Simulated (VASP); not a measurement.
**Cu: relaxation of cell and atoms with PBE**

Crystal: Cu.

```xyz
1
Lattice="0.0000 1.8075 1.8075 1.8075 0.0000 1.8075 1.8075 1.8075 0.0000" Properties=species:S:1:pos:R:3 pbc="T T T"
Cu    0.0000    0.0000    0.0000
```

```
Program                : VASP 6.6.1
Task                   : relaxation of cell and atoms
Functional             : PBE
Potentials or basis    : VASP PAW PBE potentials, release 64 (Cu)
Cutoff                 : 520 eV
k mesh                 : 4 × 4 × 4
Occupations            : gaussian, width 0.1 eV
Spin                   : no spin polarisation
Target pressure        : 7.3 GPa
Further INCAR settings : ALGO = Normal; EDIFF = 1e-07; IBRION = 2; EDIFFG = -0.002; NSW = 80; ISIF = 3
Target pressure        : 7.3 GPa
```

The relaxed volume is 11.57 Å³/atom. The relaxed cell is a = 2.539 Å, b = 2.539 Å, c = 2.539 Å, α = 60.00°, β = 60.00°, γ = 60.00°. The space group after relaxing (to 0.05 Å) is Fm-3m (No. 225). The energy change on relaxing (the enthalpy is what falls) is +8.3 meV/atom and the ionic steps are 3. The pressure after relaxing is 7.3 GPa and the band gap on the k mesh is none (metal or under the smearing width).

The path:
```tsv
step	energy change (eV)	largest force (eV/Å)	pressure (GPa)	volume (Å³)
1	0.0000	0.0000	3.91	11.81
2	0.0182	0.0000	10.19	11.39
3	0.0083	0.0000	7.30	11.57
```

Final structure:
```cif
data_structure
_symmetry_space_group_name_H-M 'P 1'
_symmetry_Int_Tables_number 1
_cell_length_a 2.5388
_cell_length_b 2.5388
_cell_length_c 2.5388
_cell_angle_alpha 60.000
_cell_angle_beta 60.000
_cell_angle_gamma 60.000
_cell_volume 11.57
loop_
_atom_site_label
_atom_site_type_symbol
_atom_site_fract_x
_atom_site_fract_y
_atom_site_fract_z
_atom_site_occupancy
Cu1 Cu 0.00000 0.00000 0.00000 1
```

Levels at points of the mesh, in eV from the Fermi level:
| k point | band 2 | band 3 | band 4 | band 5 | band 6 | band 7 | band 8 | band 9 |
| --- | --- | --- | --- | --- | --- | --- | --- | --- |
| (0.00, 0.00, 0.00) | -3.94 | -3.94 | -3.94 | -3.09 | -3.09 | 21.94 | 24.74 | 24.74 |
| (0.50, 0.00, 0.00) | -3.97 | -3.97 | -2.50 | -2.50 | -1.89 | 3.03 | 20.42 | 21.57 |
| (0.50, 0.50, 0.00) | -5.37 | -2.52 | -2.36 | -2.36 | 0.66 | 6.43 | 12.42 | 12.42 |

Run time: 3.7 s on 1 thread of AMD EPYC 9R14 (Zen 4) (shared host), peak memory 0.09 GiB.

Caveat: the k mesh is coarse (spacing up to 0.75 Å⁻¹), so the values aren't converged; the cell is relaxed towards a set pressure, so the enthalpy falls and the energy may rise.
